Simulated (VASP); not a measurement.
Output of a VASP run:

**OUTCAR**
```
 ion  position               nearest neighbor table
   1  0.000  0.000  0.000-
  LATTYP: Found a face centered cubic cell.
 ALAT       =     3.9200000000
 Subroutine PRICEL returns:
 Original cell was already a primitive cell.
 Subroutine GETGRP returns: Found 48 space group operations
The static configuration has the point symmetry O_h .
The dynamic configuration has the point symmetry O_h .
 Subroutine INISYM returns: Found 48 space group operations
 Subroutine IBZKPT returns following result:
 Found    104 irreducible k-points:

 Following reciprocal coordinates:
            Coordinates               Weight
  0.000000  0.000000  0.000000      1.000000
  0.071429  0.000000  0.000000      8.000000
  0.142857  0.000000  0.000000      8.000000
  0.214286  0.000000  0.000000      8.000000
  0.285714  0.000000  0.000000      8.000000
  0.357143  0.000000  0.000000      8.000000
  0.428571  0.000000  0.000000      8.000000
  0.500000  0.000000  0.000000      4.000000
  0.071429  0.071429  0.000000      6.000000
  0.142857  0.071429  0.000000     24.000000
  0.214286  0.071429  0.000000     24.000000
  0.285714  0.071429  0.000000     24.000000
  0.357143  0.071429  0.000000     24.000000
  0.428571  0.071429  0.000000     24.000000
  0.500000  0.071429  0.000000     24.000000
 -0.428571  0.071429  0.000000     24.000000
 -0.357143  0.071429  0.000000     24.000000
 -0.285714  0.071429  0.000000     24.000000
 -0.214286  0.071429  0.000000     24.000000
 -0.142857  0.071429  0.000000     24.000000
 -0.071429  0.071429  0.000000     12.000000
  0.142857  0.142857  0.000000      6.000000
  0.214286  0.142857  0.000000     24.000000
  0.285714  0.142857  0.000000     24.000000
  0.357143  0.142857  0.000000     24.000000
  0.428571  0.142857  0.000000     24.000000
  0.500000  0.142857  0.000000     24.000000
 -0.428571  0.142857  0.000000     24.000000
 -0.357143  0.142857  0.000000     24.000000
 -0.285714  0.142857  0.000000     24.000000
 -0.214286  0.142857  0.000000     24.000000
 -0.142857  0.142857  0.000000     12.000000
  0.214286  0.214286  0.000000      6.000000
  0.285714  0.214286  0.000000     24.000000
  0.357143  0.214286  0.000000     24.000000
  0.428571  0.214286  0.000000     24.000000
  0.500000  0.214286  0.000000     24.000000
 -0.428571  0.214286  0.000000     24.000000
 -0.357143  0.214286  0.000000     24.000000
 -0.285714  0.214286  0.000000     24.000000
   k-points           NKPTS =    104   k-points in BZ     NKDIM =    104   number of bands    NBANDS=      9
   number of dos      NEDOS =    301   number of ions     NIONS =      1
   total plane-waves  NPLWV =   8000
   dimension x,y,z NGX =    20 NGY =   20 NGZ =   20
   dimension x,y,z NGXF=    40 NGYF=   40 NGZF=   40
   ions per type =               1
   PREC   = accura    normal or accurate (medium, high low for compatibility)
   ISTART =      0    job   : 0-new  1-cont  2-samecut
   ICHARG =      2    charge: 1-file 2-atom 10-const
   ISPIN  =      1    spin polarized calculation?
   LNONCOLLINEAR =      F non collinear calculations
   LSORBIT =      F    spin-orbit coupling
   INIWAV =      1    electr: 0-lowe 1-rand  2-diag
   ENCUT  =  480.0 eV  35.28 Ry    5.94 a.u.   4.95  4.95  4.95*2*pi/ulx,y,z
   NELM   =    100;   NELMIN=  2; NELMDL= -5     # of ELM steps
   EDIFF  = 0.1E-05   stopping-criterion for ELM
   LREAL  =      F    real-space projection
   NLSPLINE    = F    spline interpolate recip. space projectors
   LMAXMIX     =    6 max onsite mixed and CHGCAR
   VOSKOWN=      0    Vosko Wilk Nusair interpolation
   EDIFFG = -.1E-01   stopping-criterion for IOM
   NSW    =     60    number of steps for IOM
   NBLOCK =      1;   KBLOCK =     60    inner block; outer block
   IBRION =      2    ionic relax: 0-MD 1-quasi-New 2-CG
   NFREE  =      1    steps in history (QN), initial steepest desc. (CG)
...
```

**OSZICAR**
```
       N       E                     dE             d eps       ncg     rms          rms(c)
DAV:   1     0.322209485723E+02    0.32221E+02   -0.52672E+03  1992   0.963E+02
DAV:   2    -0.607637353162E+01   -0.38297E+02   -0.36056E+02  1984   0.175E+02
DAV:   3    -0.646335519243E+01   -0.38698E+00   -0.38056E+00  2238   0.176E+01
DAV:   4    -0.646466148488E+01   -0.13063E-02   -0.13063E-02  2179   0.105E+00
DAV:   5    -0.646466905649E+01   -0.75716E-05   -0.75718E-05  2055   0.727E-02    0.130E+01
DAV:   6    -0.613279924064E+01    0.33187E+00   -0.84790E-01  1916   0.844E+00    0.687E+00
DAV:   7    -0.609251359994E+01    0.40286E-01   -0.15877E-01  2005   0.355E+00    0.252E+00
DAV:   8    -0.608898859604E+01    0.35250E-02   -0.50520E-03  2022   0.704E-01    0.464E-01
DAV:   9    -0.608887069603E+01    0.11790E-03   -0.45991E-05  1990   0.730E-02    0.168E-02
DAV:  10    -0.608887572720E+01   -0.50312E-05   -0.20663E-06  2191   0.139E-02    0.176E-03
DAV:  11    -0.608887581286E+01   -0.85653E-07   -0.44177E-08   982   0.211E-03
   1 F= -.60888758E+01 E0= -.60889868E+01  d E =-.608888E+01
       N       E                     dE             d eps       ncg     rms          rms(c)
DAV:   1    -0.757451334744E+01   -0.14856E+01   -0.35496E+01  1897   0.623E+01    0.827E+00
DAV:   2    -0.604983638184E+01    0.15247E+01   -0.55831E+00  1877   0.196E+01    0.470E+00
DAV:   3    -0.600314415504E+01    0.46692E-01   -0.23572E-01  1980   0.384E+00    0.305E+00
DAV:   4    -0.600698286405E+01   -0.38387E-02   -0.11522E-02  2030   0.587E-01    0.711E-01
DAV:   5    -0.600769481081E+01   -0.71195E-03   -0.71258E-04  2345   0.199E-01    0.687E-02
DAV:   6    -0.600775241945E+01   -0.57609E-04   -0.21154E-05  2124   0.387E-02    0.458E-03
DAV:   7    -0.600775202915E+01    0.39030E-06   -0.61569E-07  1390   0.575E-03
   2 F= -.60077520E+01 E0= -.60078623E+01  d E =0.811238E-01
       N       E                     dE             d eps       ncg     rms          rms(c)
DAV:   1    -0.689898727538E+01   -0.89123E+00   -0.18092E+01  1905   0.447E+01    0.655E+00
DAV:   2    -0.614467534911E+01    0.75431E+00   -0.22170E+00  1876   0.132E+01    0.154E+00
DAV:   3    -0.610173705855E+01    0.42938E-01   -0.22872E-01  1944   0.391E+00    0.861E-01
DAV:   4    -0.610366926866E+01   -0.19322E-02   -0.31525E-03  2167   0.496E-01    0.391E-01
DAV:   5    -0.610468842306E+01   -0.10192E-02   -0.14632E-03  2163   0.244E-01    0.155E-02
DAV:   6    -0.610472205152E+01   -0.33628E-04   -0.20551E-05  2383   0.388E-02    0.116E-02
DAV:   7    -0.610472274313E+01   -0.69160E-06   -0.77211E-07  1513   0.693E-03
   3 F= -.61047227E+01 E0= -.61048450E+01  d E =-.158469E-01
       N       E                     dE             d eps       ncg     rms          rms(c)
DAV:   1    -0.610485350777E+01   -0.13146E-03   -0.26150E-03  1909   0.543E-01    0.701E-02
DAV:   2    -0.610474684635E+01    0.10666E-03   -0.32431E-04  1886   0.158E-01    0.275E-02
DAV:   3    -0.610474176015E+01    0.50862E-05   -0.31284E-05  1920   0.458E-02    0.156E-02
DAV:   4    -0.610474307373E+01   -0.13136E-05   -0.11186E-06  1835   0.834E-03    0.494E-04
DAV:   5    -0.610474311062E+01   -0.36891E-07   -0.18500E-08   942   0.125E-03
   4 F= -.61047431E+01 E0= -.61048651E+01  d E =-.158673E-01
```

OUTCAR:
```
------------------------ aborting loop because EDIFF is reached ----------------------------------------
  FORCE on cell =-STRESS in cart. coord.  units (eV):
  Direction    XX          YY          ZZ          XY          YZ          ZX
  --------------------------------------------------------------------------------------
  Total       -0.0032304     -0.0032304     -0.0032304      0.0000000      0.0000000      0.0000000
  in kB       -0.3316898     -0.3316898     -0.3316898      0.0000000      0.0000000      0.0000000
  external PRESSURE =      -0.3316898 kB  Pullay stress =       0.0000000 kB
  volume of cell :       15.60
      direct lattice vectors                 reciprocal lattice vectors
    -0.000000000  1.983361679  1.983361679    -0.252097237  0.252097237  0.252097237
     1.983361679  0.000000000  1.983361679     0.252097237 -0.252097237  0.252097237
     1.983361679  1.983361679 -0.000000000     0.252097237  0.252097237 -0.252097237
 POSITION                                       TOTAL-FORCE (eV/Angst)
 -----------------------------------------------------------------------------------
      0.00000      0.00000      0.00000        -0.000000      0.000000     -0.000000
 -----------------------------------------------------------------------------------
    total drift:                               -0.000000     -0.000000     -0.000000
  FREE ENERGIE OF THE ION-ELECTRON SYSTEM (eV)
  ---------------------------------------------------
  free  energy   TOTEN  =        -6.1047431106 eV

  energy  without entropy=       -6.1051092159  energy(sigma->0) =       -6.10486515

 reached required accuracy - stopping structural energy minimisation
```
(Selected blocks of OUTCAR.)

POSCAR:
```
Pt
1
    0.0000000000     1.9600000000     1.9600000000
    1.9600000000     0.0000000000     1.9600000000
    1.9600000000     1.9600000000     0.0000000000
Pt
1
Direct
  0.0000000000   0.0000000000   0.0000000000
```

### Question
Reconstruct the remaining input files.

### Answer
This is not unique; one that fits is the input of the run itself, PBE GGA, plane waves, VASP's PBE PAW potentials (set 64).

File KPOINTS:
```
Automatic mesh
0
Gamma
14 14 14
0 0 0
```

**INCAR**
```
SYSTEM = Pt
PREC = Accurate; ENCUT = 480; LREAL = F
LASPH = T
EDIFF = 1E-6; NELM = 100; ALGO = Normal
LMAXMIX = 6
ISMEAR = 1; SIGMA = 0.1
GGA = PE
IBRION = 2; NSW = 60; ISIF = 3
EDIFFG = -0.01
LWAVE = F; LCHARG = F
```

POTCAR, in this order: Pt (PBE.64 set). Program: vasp_std.

Energy and stress use the plane-wave basis of the starting cell.

The compound is Pt in the fcc structure. This run relaxes it. Symmetry was kept, so distortions that lower it aren't found.
